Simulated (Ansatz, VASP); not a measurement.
# Mo2H2CO2 (Mo2C(OH)2 MXene monolayer) in two plane-wave programs, part 2 of 2

Wanted: the spread between two codes on one cell, functional and k mesh. The structure shown is the start of the Ansatz relaxation below; VASP solves that cell, so the two are compared at the walk's first step.

VASP 6.6.1 and Ansatz 0.2.0.

So far: The starting structure; Ansatz: relaxation, PBE with D4.

## (3) VASP: single point, PBE with D4, start cell

Level of this step: PBE with D4, no spin polarisation; plane waves and PAW (H, O, Mo_sv, C) (VASP).

The same cell, functional, mesh and smearing now go to VASP, with its own data sets.

Lines of VASP's logs that name or quote its potential files are left out, and so is its time.

File INCAR:

```
SYSTEM = Mo2H2CO2
PREC = Accurate
ENCUT = 520
EDIFF = 1E-06
NELM = 120
ISMEAR = -1
SIGMA = 0.05
LREAL = .FALSE.
ALGO = Normal
GGA = PE
IVDW = 13
NBANDS = 30
LASPH = .TRUE.
LORBIT = 11
LWAVE = .FALSE.
LCHARG = .FALSE.
ISIF = 2
LDIPOL = .TRUE.
IDIPOL = 3
DIPOL = 0.5 0.5 0.5
LVHAR = .TRUE.
GGA_COMPAT = .FALSE.
NELMDL = -8
KPAR = 2
```

File POSCAR:

```
Mo2H2CO2
1.0
    3.0247360000      0.0000000000      0.0000000000
   -1.5123680000      2.6194980000      0.0000000000
    0.0000000000      0.0000000000     43.9790390000
H O Mo C
2 2 2 1
Direct
    0.3333333333      0.6666666667      0.4263394659
    0.6666666667      0.3333333333      0.5736605341
    0.3333333333      0.6666666667      0.4486228087
    0.6666666667      0.3333333333      0.5513771913
    0.6666666667      0.3333333333      0.4728625153
    0.3333333333      0.6666666667      0.5271374847
    0.0000000000      0.0000000000      0.5000000114
```

File KPOINTS:

```
Automatic mesh
0
Gamma
12 12 1
0 0 0
```

The projector-augmented-wave data sets are H, O, Mo_sv and C (PBE family, release 64).

The run is started by

```sh
$ mpirun -np 2 vasp_std
```

Numbers of over 12 decimals in the logs are rounded to 6 here.

What it wrote:

```text
[banner, memory and clock lines left out]
running    2 mpi-ranks, on    1 nodes
 distrk:  each k-point on    1 cores,    2 groups
 distr:  one band on    1 cores,    1 groups

 POSCAR found type information on POSCAR H O MoC
 POSCAR found :  4 types and       7 ions
 LDA part: xc-table for (Slater+PW92), standard interpolation
 POSCAR, INCAR and KPOINTS ok, starting setup
 FFT: planning ... GRIDC
 FFT: planning ... GRID_SOFT
 FFT: planning ... GRID
 WAVECAR not read
 entering main loop
       N       E                     dE             d eps       ncg     rms          rms(c)
DAV:   1     0.412495745122E+03    0.41250E+03   -0.24387E+04  1532   0.121E+03
DAV:   2    -0.185958204413E+02   -0.43109E+03   -0.41831E+03  1522   0.321E+02
DAV:   3    -0.572818398243E+02   -0.38686E+02   -0.37418E+02  1358   0.929E+01
DAV:   4    -0.586712086337E+02   -0.13894E+01   -0.13217E+01  1498   0.165E+01
DAV:   5    -0.587013034988E+02   -0.30095E-01   -0.29823E-01  1394   0.200E+00
DAV:   6    -0.587021642393E+02   -0.86074E-03   -0.86036E-03  1462   0.320E-01
DAV:   7    -0.587022114637E+02   -0.47224E-04   -0.47222E-04  1422   0.515E-02
DAV:   8    -0.587022123711E+02   -0.90736E-06   -0.90723E-06  1314   0.900E-03    0.510E+01
DAV:   9    -0.504132458762E+02    0.82890E+01   -0.49790E+01  1254   0.381E+01    0.164E+01
DAV:  10    -0.500696909224E+02    0.34355E+00   -0.46788E+00  1382   0.133E+01    0.105E+01
DAV:  11    -0.499820145724E+02    0.87676E-01   -0.23094E+00  1356   0.857E+00    0.196E+00
DAV:  12    -0.498537062659E+02    0.12831E+00   -0.57311E-01  1340   0.380E+00    0.545E-01
DAV:  13    -0.498485712953E+02    0.51350E-02   -0.63731E-02  1350   0.115E+00    0.260E-01
DAV:  14    -0.498470822134E+02    0.14891E-02   -0.51445E-03  1342   0.379E-01    0.943E-02
[...]
DAV:  19    -0.498473914890E+02   -0.17168E-03   -0.18751E-04  1236   0.270E-02    0.581E-03
DAV:  20    -0.498474313222E+02   -0.39833E-04   -0.20267E-05  1144   0.109E-02    0.322E-03
DAV:  21    -0.498474499333E+02   -0.18611E-04   -0.27038E-06  1034   0.689E-03    0.168E-03
DAV:  22    -0.498474585588E+02   -0.86255E-05   -0.39864E-07   860   0.352E-03    0.981E-04
DAV:  23    -0.498474662248E+02   -0.76660E-05   -0.23977E-07   896   0.233E-03    0.501E-04
DAV:  24    -0.498474724287E+02   -0.62039E-05   -0.43563E-07   920   0.232E-03    0.472E-04
DAV:  25    -0.498474740936E+02   -0.16650E-05   -0.97586E-08   820   0.128E-03    0.276E-04
DAV:  26    -0.498474744445E+02   -0.35080E-06   -0.33200E-08   828   0.665E-04
   1 F= -.51459333E+02 E0= -.51435598E+02  d E =-.474704E-01
```

From OUTCAR (step 3):

```text
ion  position               nearest neighbor table
   1  0.333  0.667  0.426-   3 0.98
   2  0.667  0.333  0.574-   4 0.98
   3  0.333  0.667  0.449-   1 0.98   5 2.05   5 2.05   5 2.05
   4  0.667  0.333  0.551-   2 0.98   6 2.05   6 2.05   6 2.05
   5  0.667  0.333  0.473-   3 2.05   3 2.05   3 2.05   7 2.12   7 2.12   7 2.12   6 2.96   6 2.96
                             6 2.96
   6  0.333  0.667  0.527-   4 2.05   4 2.05   4 2.05   7 2.12   7 2.12   7 2.12   5 2.96   5 2.96
                             5 2.96
   7  0.000  0.000  0.500-   6 2.12   6 2.12   6 2.12   5 2.12   5 2.12   5 2.12

  LATTYP: Found a hexagonal cell.
 ALAT       =     3.0247360000
 C/A-ratio  =    14.5397942168

 Subroutine GETGRP returns: Found 12 space group operations
 (whereof 12 operations were pure point group operations)

The static configuration has the point symmetry D_3d.

 Found     19 irreducible k-points:

   k-points           NKPTS =     19   k-points in BZ     NKDIM =     19   number of bands    NBANDS=     30

   dimension x,y,z NGX =    24 NGY =   24 NGZ =  336
   dimension x,y,z NGXF=    48 NGYF=   48 NGZF=  672

   ENCUT  =  520.0 eV  38.22 Ry    6.18 a.u.   5.62  5.62 81.77*2*pi/ulx,y,z

   NELECT =      46.0000    total number of electrons

 k-points in reciprocal lattice and weights: Automatic mesh
   0.00000000  0.00000000  0.00000000       0.007
   0.08333333 -0.00000000  0.00000000       0.042
   0.16666667  0.00000000  0.00000000       0.042
   0.25000000  0.00000000  0.00000000       0.042
   0.33333333  0.00000000  0.00000000       0.042
   0.41666667  0.00000000  0.00000000       0.042
   0.50000000  0.00000000  0.00000000       0.021
   0.08333333  0.08333333  0.00000000       0.042
   0.16666667  0.08333333  0.00000000       0.083
[...]
0.33333333  0.25000000  0.00000000       0.083
   0.33333333  0.33333333  0.00000000       0.014

 dipolmoment           0.000000      0.000000     -0.000002 electrons x Angstroem

 average (electrostatic) potential at core
       1 -43.3001       2 -43.3001       3 -80.0625       4 -80.0626       5 -83.3664
       6 -83.3664       7 -56.2439

 E-fermi :  -0.6316

 k-point     1 :       0.0000    0.0000    0.0000
  band No.  band energies     occupation
    ...
     23      -2.6651      2.00000
     24      -0.8690      1.98284
     25      -0.8213      1.95602
     26      -0.7336      1.76990
     27      -0.7336      1.76990
     28       0.1329      0.00000
     29       0.5363      0.00000
     30       0.5363      0.00000

 k-point     2 :       0.0833   -0.0000    0.0000
  band No.  band energies     occupation
    ...
     23      -2.3478      2.00000
     24      -0.8527      1.97627
     25      -0.7844      1.91025
     26      -0.6744      1.40367
     27      -0.6150      0.83573
     28       0.2588      0.00000
     29       0.6022      0.00000
     30       0.7327      0.00000

 k-point     3 :       0.1667    0.0000    0.0000
  band No.  band energies     occupation
    ...
     21      -3.3556      2.00000
     22      -1.9055      2.00000
     23      -1.7952      2.00000
     24      -0.8230      1.95744
     25      -0.7278      1.74520
     26      -0.2409      0.00081
     27      -0.1797      0.00024
     28       0.4829      0.00000
     29       0.7570      0.00000
     30       1.3433      0.00000

  DFT-D4 for vdW energy calculation

  Edisp (eV):   -1.61186

  Total       8.96842     8.96842    12.20894    -0.00000    -0.00000     0.00000
  in kB      41.23588    41.23588    56.13544    -0.00000    -0.00000     0.00000
  external pressure =       46.20 kB  Pullay stress =        0.00 kB

  energy-cutoff  :      520.00
  volume of cell :      348.46
      direct lattice vectors                 reciprocal lattice vectors
     3.024736000  0.000000000  0.000000000     0.330607365  0.190876267  0.000000000
    -1.512368000  2.619498000  0.000000000     0.000000000  0.381752534  0.000000000
     0.000000000  0.000000000 43.979039000     0.000000000  0.000000000  0.022738105

 POSITION                                       TOTAL-FORCE (eV/Angst)
 -----------------------------------------------------------------------------------
     -0.00000      1.74633     18.75000         0.000000     -0.000000     -0.601748
      1.51237      0.87317     25.22904         0.000000      0.000000      0.601748
     -0.00000      1.74633     19.73000        -0.000000      0.000000     -3.931920
      1.51237      0.87317     24.24904        -0.000000     -0.000000      3.931920
      1.51237      0.87317     20.79604        -0.000000      0.000000      3.929217
     -0.00000      1.74633     23.18300         0.000000     -0.000000     -3.929217
      0.00000      0.00000     21.98952         0.000000      0.000000     -0.000000
 -----------------------------------------------------------------------------------
    total drift:                               -0.000000      0.000000     -0.000443

  FREE ENERGIE OF THE ION-ELECTRON SYSTEM (eV)
  ---------------------------------------------------
  free  energy   TOTEN  =       -51.4593333025 eV

  energy  without entropy=      -51.4118629299  energy(sigma->0) =      -51.43559812

 vacuum level on the upper side and lower side of the slab         2.367         2.367

 total charge
# of ion       s       p       d       tot
------------------------------------------
    1        0.605   0.120   0.000   0.725
    2        0.605   0.120   0.000   0.725
    3        1.567   3.626   0.000   5.193
    4        1.567   3.626   0.000   5.193
    5        2.285   6.250   4.124  12.659
    6        2.285   6.250   4.124  12.659
    7        0.885   1.608   0.000   2.493
--------------------------------------------------
tot          9.798  21.600   8.248  39.647

[... 3 further parts left out ...]
```

This run has no spin polarisation, so a moment on Mo, if there is one, isn't seen.

## (4) Differences

Known differences besides the potentials themselves: Ansatz cuts the interaction across the vacuum, VASP repeats the sheet with a dipole correction; the cutoff is 420 eV in Ansatz and 520 eV in VASP. Total energies have different zeros and are not compared.

Forces (eV/Å; atoms numbered as in POSCAR):

```csv
atom,"Ansatz x, y, z","VASP x, y, z"
H1,"0.000, 0.000, -0.539","0.000, 0.000, -0.602"
H2,"0.000, 0.000, 0.539","0.000, 0.000, 0.602"
O3,"0.000, 0.000, -3.973","0.000, 0.000, -3.932"
O4,"0.000, 0.000, 3.973","0.000, 0.000, 3.932"
Mo5,"0.000, 0.000, 3.916","0.000, 0.000, 3.929"
Mo6,"0.000, 0.000, -3.916","0.000, 0.000, -3.929"
C7,"0.000, 0.000, 0.000","0.000, 0.000, 0.000"
```

The forces differ by 24 meV/Å r.m.s., which is 1.4 % of the r.m.s. force of 1.725 eV/Å (both taken over all components). With vacuum in the cell, a pressure given here is an average over mostly empty space and none of the material.

## (5) What came out

```yaml
r_m_s_force_difference_single_point_pbe_with_d4_start_cell: 1.4 % of the r.m.s. force
```

What this shows: The r.m.s. force difference is 1.4 % of the r.m.s. force (single point, PBE with D4, start cell), within the 3 % picked in this series as the mark of a large difference. 1 further run of this series is not shown here. How closely two codes agree says nothing of how well the functional describes the real material.

[Lines on the potential files, build, host, timing and source positions are cut from VASP's logs without a mark.]

[Logs are printed without paths, hosts, clocks, repeated set-up lines and the standing remarks that a program may print on its own settings, such as how far it seeks lower states.]

[Hosts, paths, dates, database ids (printed as entryN), source tags and the programs' standing remarks are cut or masked in the printed files.]
